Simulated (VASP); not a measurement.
Given:

```
CELL_PARAMETERS angstrom
      0.00000     3.08817     3.08817
      3.08817     0.00000     3.08817
      3.08817     3.08817     0.00000
ATOMIC_POSITIONS crystal
  Ba 0.00000 0.00000 0.00000
  F  0.25000 0.25000 0.25000
  F  0.75000 0.75000 0.75000
```

These are PBEsol GGA, VASP's PBE PAW potentials (set 64) (plane waves; VASP) values and carry that method's errors. Settings: 520 eV cut-off, 6×6×6 Γ-centred mesh, Gaussian smearing of 0.050 eV, potentials Ba_sv F.

### Question
Predict the energy per atom (σ→0).

### Answer

```json
{
 "energy per atom (σ→0)": "-5.881 eV/atom"
}
```

Only differences to runs with the same potentials and settings are physical.

The compound is BaF2 in the fluorite structure. It was relaxed first. The start is the result of an earlier pass.
